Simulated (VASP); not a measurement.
```
KCl
1.0
    0.00000     2.90110     2.90110
    2.90110     0.00000     2.90110
    2.90110     2.90110     0.00000
K Cl
1 1
Cartesian
  0.00000   0.00000   0.00000
  2.90110   2.90110   2.90110
```

Computed with LDA (Ceperley-Alder, Perdew-Zunger), VASP's LDA PAW potentials (set 64) (plane waves; VASP). Numerical set-up: 500 eV cut-off, 8×8×8 Γ-centred mesh, Gaussian smearing of 0.050 eV, potentials K_sv Cl.

Question: Estimate the energy per atom (σ→0), pressure, band gap (on the k-mesh) with the smallest direct gap where there is one.

Answer: 
The band gap (on the k-mesh) is 5.69 eV. The smallest direct gap (on the k-mesh) is 5.69 eV, the energy per atom (σ→0) comes out as -3.653 eV/atom and the pressure is 4.95 GPa.

The absolute energy has meaning only against runs of the same code, potentials and settings.

The compound is KCl in the rock salt structure. It was relaxed first under an external pressure of 5 GPa.
